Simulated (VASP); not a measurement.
# Sr3Sc (I4/mmm) in VASP: reference runs

Reference runs on Sr3Sc: the cell as given and a disturbed copy.

Everything below comes from runs of VASP 6.6.1. Logs are shortened: lines on timing, memory, paths and dates and some standing lists are left out, and cuts for length are marked.

## Step 1: Starting point

Symmetry: I4/mmm, No. 139, tetragonal system. Conventional cell: a = 5.563 Å, b = 5.563 Å, c = 11.573 Å, α = 90.00°, β = 90.00°, γ = 90.00°. Sr (site symmetry 4/mmm) is surrounded by 4 Sc at 3.93 Å and 8 Sr at 4.01 Å. Around Sr (site symmetry -4m2) lie 8 Sr at 3.93 to 4.01 Å and 4 Sc at 4.01 Å. Around Sc (site symmetry 4/mmm) lie 12 Sr at 3.93 to 4.01 Å.

The cell comes from a database or a generator and needn't be the stable form of this composition.

## Step 2: Single point, PBE

Contents of INCAR:

```
ALGO     = Normal         # electronic algorithm
EDIFF    = 1E-7           # SCF threshold, eV
ENCUT    = 520            # plane-wave cutoff, eV
GGA      = PE             # functional
ISIF     = 2              # what is computed and relaxed
ISMEAR   = -1             # smearing method
LASPH    = True           # aspherical terms in the spheres
LCHARG   = False          # write CHGCAR
LREAL    = False          # projectors in reciprocal space
LWAVE    = False          # write WAVECAR
NBANDS   = 28             # bands
NELM     = 80             # most SCF steps
PREC     = Accurate       # precision mode
SIGMA    = 0.05           # smearing width, eV
```

Contents of KPOINTS:

```
k-points
0
Gamma
  7 7 7
```

Contents of POSCAR:

```
Sr3Sc
1.0
   -2.7813170000      2.7813170000      5.7867300000
    2.7813170000     -2.7813170000      5.7867300000
    2.7813170000      2.7813170000     -5.7867300000
Sr Sc
3 1
Direct
    0.5000000000      0.5000000000      0.0000000000
    0.2500000000      0.7500000000      0.5000000000
    0.7500000000      0.2500000000      0.5000000000
    0.0000000000      0.0000000000      0.0000000000
```

Potentials or basis: VASP PAW PBE potentials, release 64 (Sr_sv, Sc_sv).

Run with:

```console
$ cat potpaw_PBE.64/Sr_sv/POTCAR potpaw_PBE.64/Sc_sv/POTCAR > POTCAR
$ mpirun -np 1 vasp_std > vasp.out
```

OUTCAR:

```text
EDIFF = 1E-7
   ENCUT = 520
   GGA = PE
   ISIF = 2
   ISMEAR = -1
   LASPH = True
   LREAL = False
   NELM = 80
   PREC = Accurate

 ion  position               nearest neighbor table
   1  0.500  0.500  0.000-   4 3.93   4 3.93   4 3.93   4 3.93   3 4.01   2 4.01   3 4.01   2 4.01
                             2 4.01   2 4.01   3 4.01   3 4.01
   2  0.250  0.750  0.500-   3 3.93   3 3.93   3 3.93   3 3.93   4 4.01   1 4.01   4 4.01   1 4.01
                             4 4.01   4 4.01   1 4.01   1 4.01
   3  0.750  0.250  0.500-   2 3.93   2 3.93   2 3.93   2 3.93   4 4.01   1 4.01   4 4.01   1 4.01
                             1 4.01   1 4.01   4 4.01   4 4.01
   4  0.000  0.000  0.000-   1 3.93   1 3.93   1 3.93   1 3.93   3 4.01   2 4.01   3 4.01   2 4.01
                             3 4.01   3 4.01   2 4.01   2 4.01

  LATTYP: Found a body centered tetragonal cell.
 ALAT       =     5.5626340000
 C/A-ratio  =     2.0805719017

  Lattice vectors:

 A1 = (  -2.7813170000,   2.7813170000,   5.7867300000)
 A2 = (   2.7813170000,  -2.7813170000,   5.7867300000)
 A3 = (   2.7813170000,   2.7813170000,  -5.7867300000)

Analysis of symmetry for initial positions (statically):
=====================================================================
 Subroutine PRICEL returns:
 Original cell was already a primitive cell.

 Routine SETGRP: Setting up the symmetry group for a
 body centered tetragonal supercell.

 Subroutine GETGRP returns: Found 16 space group operations
 (whereof 16 operations were pure point group operations)
 out of a pool of 16 trial point group operations.

The static configuration has the point symmetry D_4h.

Analysis of symmetry for dynamics (positions and initial velocities):
=====================================================================
 Subroutine PRICEL returns:
 Original cell was already a primitive cell.

 Routine SETGRP: Setting up the symmetry group for a
 body centered tetragonal supercell.

 Subroutine GETGRP returns: Found 16 space group operations
 (whereof 16 operations were pure point group operations)
 out of a pool of 16 trial point group operations.

The dynamic configuration has the point symmetry D_4h.

 Subroutine INISYM returns: Found 16 space group operations
 (whereof 16 operations are pure point group operations),
 and found     1 'primitive' translations

----------------------------------------------------------------------------------------
[... 92 lines left out ...]
   LNONCOLLINEAR =      F non collinear calculations
   LSORBIT =      F    spin-orbit coupling
   LASPH  =      T    aspherical Exc in radial PAW
   ENCUT  =  520.0 eV  38.22 Ry    6.18 a.u.  13.01 13.01 13.01*2*pi/ulx,y,z
   NELM   =     80;   NELMIN=  2; NELMDL= -5     # of ELM steps
   EDIFF  = 0.1E-06   stopping-criterion for ELM
   LREAL  =      F    real-space projection
   EDIFFG = 0.1E-05   stopping-criterion for IOM
   NSW    =      0    number of steps for IOM
   IBRION =     -1    ionic relax: 0-MD 1-quasi-New 2-CG
   NFREE  =      0    steps in history (QN), initial steepest desc. (CG)
   ISIF   =      2    stress and relaxation
   ISYM   =      2    0-nonsym 1-usesym 2-fastsym
   POTIM  = 0.5000    time-step for ionic-motion
   TEBEG  =    0.0;   TEEND  =   0.0 temperature during run
   PSTRESS=    0.0 pullay stress
   NELECT =      41.0000    total number of electrons
   NUPDOWN=      -1.0000    fix difference up-down
   EMIN   =  10.00;   EMAX   =-10.00  energy-range for DOS
   EFERMI =   0.00;   METHOD = LEGACY
   ISMEAR =    -1;   SIGMA  =   0.05  broadening in eV -4-tet -1-fermi 0-gaus
   EFERMI_NEDOS =   21; number of points for ismear=-14 and -15
   IALGO  =     38    algorithm
   IMIX   =      4    mixing-type and parameters
     AMIX     =   0.40;   BMIX     =  1.00
     AMIX_MAG =   1.60;   BMIX_MAG =  1.00
  volume/ion in A,a.u.               =      44.76       302.09
  Fermi-wavevector in a.u.,A,eV,Ry     =   1.001547  1.892650 13.647958  1.003097
  Thomas-Fermi vector in A             =   2.133976
   LORBIT       =      0    0 simple, 1 ext, 2 COOP (PROOUT), +10 PAW based schemes
   GGA     = PE    functional components
   LHFCALC =     F    Hartree Fock is set to
   AEXX    =    0.0000 exact exchange contribution
   IVDW    =     0    specifies the selected vdW correction
   LEPSILON=     F    determine dielectric tensor
   LRPA    =     F    only Hartree local field effects (RPA)
 non-spin polarized calculation
  energy-cutoff  :      520.00
  volume of cell :      179.06
 maximum number of plane-waves:      4844
 NGX is ok and might be reduce to    54
   NGX = 27   NGY = 27   NGZ = 27

 number of electron      41.0000002 magnetization

 Free energy of the ion-electron system (eV)
  ---------------------------------------------------
  ext. energy  EPLUGINS =         0.00000000
  ---------------------------------------------------
  free energy    TOTEN  =       -10.02499807 eV

  energy without entropy =       -9.93881823  energy(sigma->0) =       -9.98190815

 E-fermi :   2.0131     XC(G=0):  -7.9293

 val. band max:        2.0102652931   @ k =  -0.4286   0.4286   0.4286
 cond. band min:       2.0183432963   @ k =   0.2857   0.1429   0.1429
 fundamental gap:      0.0080780032
 Fermi energy:         2.0131338921

 k-point     1 :       0.0000    0.0000    0.0000
  band No.  band energies     occupation
      1     -48.7192      2.00000
      2     -34.1697      2.00000
      3     -34.1383      2.00000
      4     -34.1226      2.00000
      5     -27.3248      2.00000
      6     -27.3248      2.00000
[... 733 lines left out ...]
     27       3.0671      0.00000
     28       3.7622      0.00000

 [... further k-points ...]
[... 5 lines left out ...]
  --------------------------------------------------------------------------------------
  -------------------------------------------------------------------------------------
  Total        0.1125450      0.1125450     -0.2623204      0.0000000      0.0000000      0.0000000
  in kB        1.0070306      1.0070306     -2.3471908      0.0000000      0.0000000      0.0000000
  external PRESSURE =      -0.1110432 kB  Pullay stress =       0.0000000 kB

 VOLUME and BASIS-vectors are now :
 -----------------------------------------------------------------------------
  energy-cutoff  :      520.00
  volume of cell :      179.06
      direct lattice vectors                 reciprocal lattice vectors
    -2.781317000  2.781317000  5.786730000     0.000000000  0.179770950  0.086404584
     2.781317000 -2.781317000  5.786730000     0.179770950  0.000000000  0.086404584
     2.781317000  2.781317000 -5.786730000     0.179770950  0.179770950  0.000000000

 POSITION                                       TOTAL-FORCE (eV/Angst)
 -----------------------------------------------------------------------------------
      0.00000      0.00000      5.78673         0.000000      0.000000     -0.000000
      2.78132     -0.00000      2.89337        -0.000000     -0.000000      0.000000
     -0.00000      2.78132      2.89337         0.000000     -0.000000     -0.000000
      0.00000      0.00000      0.00000         0.000000      0.000000      0.000000
 -----------------------------------------------------------------------------------
    total drift:                                0.000000      0.000000      0.000000

  FREE ENERGIE OF THE ION-ELECTRON SYSTEM (eV)
  ---------------------------------------------------
  free  energy   TOTEN  =       -10.0249980724 eV

  energy  without entropy=       -9.9388182316  energy(sigma->0) =       -9.98190815
```

Wall time 5.9 min (1 thread of Intel Xeon Platinum 8559C (Emerald Rapids), shared host); peak memory 0.5 GiB.

What came out:

- Free energy: -10.0250 eV
- Pressure: 0.0 GPa
- Band gap on the k mesh: none (metal or under the smearing width)

Levels at points of the mesh, in eV from the Fermi level:
```
           k point  band 18  band 19  band 20  band 21  band 22  band 23
(0.00, 0.00, 0.00)    -0.92    -0.25    -0.17    -0.01     0.32     0.32
```

## Step 3: Single point, PBE (atoms moved at random, drawn with an rms of 0.05 Å)

Contents of INCAR:

```
SYSTEM = Sr3Sc
PREC     = Accurate       ! precision mode
ENCUT    = 520            ! plane-wave cutoff, eV
EDIFF    = 1E-7           ! SCF threshold, eV
ISMEAR   = -1             ! smearing method
SIGMA    = 0.05           ! smearing width, eV
LREAL    = .False.        ! projectors in reciprocal space
LASPH    = .True.         ! aspherical terms in the spheres
NELM     = 100            ! most SCF steps
ALGO     = Normal         ! electronic algorithm
ISIF     = 2              ! what is computed and relaxed
LWAVE    = .False.        ! write WAVECAR
LCHARG   = .False.        ! write CHGCAR
GGA      = PE             ! functional
NBANDS   = 28             ! bands
```

Contents of KPOINTS:

```
Automatic mesh
0
Gamma
  7 7 7
  0 0 0
```

Contents of POSCAR:

```
Sr3Sc
1.0
   -2.7813170000      2.7813170000      5.7867300000
    2.7813170000     -2.7813170000      5.7867300000
    2.7813170000      2.7813170000     -5.7867300000
Sr Sc
3 1
Direct
    0.4927250000      0.4957540000     -0.0017520000
    0.2570060000      0.7542200000      0.5021690000
    0.7514210000      0.2441790000      0.4986680000
    0.0021870000     -0.0021510000     -0.0033640000
```

Potentials or basis: VASP PAW PBE potentials, release 64 (Sr_sv, Sc_sv).

Run with:

```console
$ cat potpaw_PBE.64/Sr_sv/POTCAR potpaw_PBE.64/Sc_sv/POTCAR > POTCAR
$ mpirun -np 1 vasp_std > vasp.out
```

Wall time 25 min (1 thread of Intel Xeon Platinum 8559C (Emerald Rapids), shared host); peak memory 0.96 GiB.

Results (log left out):

- Free energy: -10.0145 eV
- Pressure: 0.0 GPa
- Largest force: 0.199 eV/Å
- Band gap on the k mesh: none (metal or under the smearing width)

Forces on the atoms (eV/Å):
```
Sr  -0.039  0.044  0.190
Sr  -0.038 -0.014 -0.149
Sr   0.049 -0.031 -0.042
Sc   0.028  0.000  0.001
```

Stress tensor (GPa, compression positive):
```
 0.19  0.00  0.03
 0.00  0.04  0.01
 0.03  0.01 -0.23
```

Levels at points of the mesh, in eV from the Fermi level:
| k point | band 18 | band 19 | band 20 | band 21 | band 22 | band 23 |
| --- | --- | --- | --- | --- | --- | --- |
| (0.00, 0.00, 0.00) | -0.92 | -0.25 | -0.17 | -0.01 | 0.32 | 0.33 |
